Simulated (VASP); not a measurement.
Consider the following.

```xyz
2
Lattice="0.0000 3.2566 3.2566 3.2566 0.0000 3.2566 3.2566 3.2566 0.0000" Properties=species:S:1:pos:R:3 pbc="T T T"
Na     0.0000     0.0000     0.0000
I      3.2566     3.2566     3.2566
```

All values below come from PBE GGA, VASP's PBE PAW potentials (set 64) (plane waves; VASP). Run with 400 eV cut-off, 7×7×7 Γ-centred mesh, Gaussian smearing of 0.010 eV, potentials Na_pv I.

### Question
Give the electronic dielectric tensor ε∞ (DFPT, local fields included).

### Answer

```
3.34  0.00  0.00
0.00  3.34  0.00
0.00  0.00  3.34
```

### Question
Give the Born effective charges.

### Answer

```tsv
atom	Z*xx	Z*yy	Z*zz	mean
Na1	1.21	1.21	1.21	1.21
I2	-1.21	-1.21	-1.21	-1.21
```

The compound is NaI in the rock salt structure. It was relaxed first.
